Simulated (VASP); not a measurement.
Input:

```xyz
3
Lattice="0.0000 3.0000 3.0000 3.0000 0.0000 3.0000 3.0000 3.0000 0.0000" Properties=species:S:1:pos:R:3 pbc="T T T"
Li     1.5000     1.5000     1.5000
Li     4.5000     4.5000     4.5000
Se     0.0000     0.0000     0.0000
```

Computed with PBE GGA, VASP's PBE PAW potentials (set 64) (plane waves; VASP). Run with 520 eV cut-off, Gaussian smearing of 0.050 eV, potentials Li_sv Se.

Question: Give the energies of bands 4 to 9 at the high-symmetry points, in eV from the valence-band maximum.

Answer: 
| band | Γ | X | U | L | W |
|---|---|---|---|---|---|
| 4 | 0.00 | -2.28 | -2.09 | -2.91 | -1.90 |
| 5 | 0.00 | -1.44 | -2.06 | -0.53 | -1.90 |
| 6 | 0.00 | -1.44 | -1.17 | -0.53 | -1.76 |
| 7 | 3.40 | 2.97 | 4.11 | 5.12 | 5.15 |
| 8 | 5.62 | 6.18 | 7.26 | 5.96 | 6.39 |
| 9 | 5.62 | 10.33 | 8.46 | 5.96 | 8.05 |

The gap is indirect, 2.97 eV, from the valence maximum at Γ to the conduction minimum at X.

The compound is Li2Se in the antifluorite structure. The cell was not relaxed at this level.
